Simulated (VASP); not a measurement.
Here is the system:

```
CELL_PARAMETERS angstrom
      0.00000     2.99374     2.99374
      2.99374     0.00000     2.99374
      2.99374     2.99374     0.00000
ATOMIC_POSITIONS crystal
  Al 0.25000 0.25000 0.25000
  Al 0.75000 0.75000 0.75000
  Au 0.00000 0.00000 0.00000
```

Level of theory: PBE GGA with D3 dispersion (Becke-Johnson damping), VASP's PBE PAW potentials (set 64) (plane waves; VASP). Numerical set-up: 520 eV cut-off, 10×10×10 Γ-centred mesh, tetrahedra with Blöchl corrections, potentials Al Au.

Unless said otherwise, spin-orbit coupling is left out, though it shifts the bands of the heavy elements here.

### Question
Predict the energy per atom (σ→0), band gap (on the k-mesh) with the smallest direct gap where there is one.

### Answer

| Quantity | Value |
|---|---|
| band gap (on the k-mesh) | none (metal, semimetal or under 0.01 eV) |
| energy per atom (σ→0) | -425.0 kJ/mol-atom |

The absolute energy has meaning only against runs of the same code, potentials and settings.

The compound is AuAl2 in the fluorite structure. It was relaxed first. The electron count is odd and the run is not spin-polarised, which forces a metal.
